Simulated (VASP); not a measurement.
Input:

```
CELL_PARAMETERS angstrom
      0.00000     2.78889     2.78889
      2.78889     0.00000     2.78889
      2.78889     2.78889     0.00000
ATOMIC_POSITIONS crystal
  Na 0.00000 0.00000 0.00000
  Cl 0.50000 0.50000 0.50000
```

Level of theory: PBE GGA with D3 dispersion (Becke-Johnson damping), VASP's PBE PAW potentials (set 64) (plane waves; VASP). Numerical set-up: 520 eV cut-off, 8×8×8 Γ-centred mesh, Gaussian smearing of 0.050 eV, potentials Na_pv Cl.

**Question.** Predict the energy per atom (σ→0), band gap (on the k-mesh) with the smallest direct gap where there is one.

**Answer.** 
```
Item                                         Result
-----------------------------------  --------------
band gap (on the k-mesh)                    5.24 eV
smallest direct gap (on the k-mesh)         5.24 eV
energy per atom (σ→0)                -3.604 eV/atom
```

The compound is NaCl in the rock salt structure. It was relaxed first.
